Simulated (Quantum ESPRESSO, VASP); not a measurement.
VASP ran on this input.

INCAR:
```
# general
SYSTEM   =  LaTl3
PREC     =  Accurate
ENCUT    =  300
LREAL    =  F
LASPH    =  T

# electronic loop
EDIFF    =  1E-6
NELM     =  100
ALGO     =  Normal
LMAXMIX  =  6

# smearing
ISMEAR   =  -1
SIGMA    =  0.136

# ions
ISIF     =  2

# output
LWAVE    =  F
LCHARG   =  F
```

**KPOINTS**
```
Automatic mesh
0
Gamma
9 9 9
0 0 0
```

File POSCAR:
```
LaTl3
1
    4.9188250000     0.0000000000     0.0000000000
    0.0000000000     4.9188250000     0.0000000000
    0.0000000000     0.0000000000     4.9188250000
La Tl
1 3
Direct
  0.0000000000   0.0000000000   0.0000000000
  0.0000000000   0.5000000000   0.5000000000
  0.5000000000   0.0000000000   0.5000000000
  0.5000000000   0.5000000000   0.0000000000
```

POTCAR, in this order: La Tl_d (LDA.64 set). Program: vasp_std.

Q: Translate it to Quantum ESPRESSO.

A: One input that does it (LDA (PZ), GBRV 1.5 ultrasoft (LDA) pseudopotentials):
```
&CONTROL
  calculation = 'scf'
  prefix = 'run'
  outdir = './work'
  pseudo_dir = './'
  verbosity = 'high'
  tprnfor = .true.
  tstress = .true.
/
&SYSTEM
  ibrav = 0
  nat = 4
  ntyp = 2
  ecutwfc = 40
  ecutrho = 200
  occupations = 'smearing'
  smearing = 'fd'
  degauss = 0.0099958
/
&ELECTRONS
  conv_thr = 1.0d-9
  mixing_beta = 0.4
/
ATOMIC_SPECIES
La   138.9055  la_lda_v1.uspp.F.UPF
Tl   204.3800  tl_lda_v1.2.uspp.F.UPF
ATOMIC_POSITIONS {crystal}
La    0.000000000    0.000000000    0.000000000
Tl    0.000000000    0.500000000    0.500000000
Tl    0.500000000    0.000000000    0.500000000
Tl    0.500000000    0.500000000    0.000000000
K_POINTS {automatic}
9 9 9  0 0 0
CELL_PARAMETERS {angstrom}
   4.918825000     0.000000000     0.000000000
   0.000000000     4.918825000     0.000000000
   0.000000000     0.000000000     4.918825000
```
Both inputs were run and reached self-consistency, which says nothing on mesh or cut-off. Potentials, basis and cut-offs are each code's own, so they don't translate, and total energies aren't comparable.

VASP's LDA is the Perdew-Zunger fit; the other code's may be Perdew-Wang, which differs slightly.

The structure comes from a computed database's LaTl3 entry (Pm-3m); how it stands against other phases isn't given here. The cell was not relaxed at this level, and it may have been scaled.
